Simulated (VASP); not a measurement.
Here is the system:

```xyz
3
Lattice="0.0000 3.1606 3.1606 3.1606 0.0000 3.1606 3.1606 3.1606 0.0000" Properties=species:S:1:pos:R:3 pbc="T T T"
Ba     0.0000     0.0000     0.0000
F      1.5803     1.5803     1.5803
F      4.7409     4.7409     4.7409
```

The numbers are results of r2SCAN+rVV10, VASP's PBE PAW potentials (set 64) (plane waves; VASP), not measurements. Numerical set-up: 520 eV cut-off, 6×6×6 Γ-centred mesh, Gaussian smearing of 0.050 eV, potentials Ba_sv F.

Question: Give the stress tensor in GPa (positive for a compressed cell).

Answer: 
```
-3.20   0.00   0.00
 0.00  -3.20   0.00
 0.00   0.00  -3.20
```
The pressure is its mean diagonal, -3.20 GPa.

The compound is BaF2 in the fluorite structure. This cell is one point of a volume scan, at 1.06 of the reference volume.
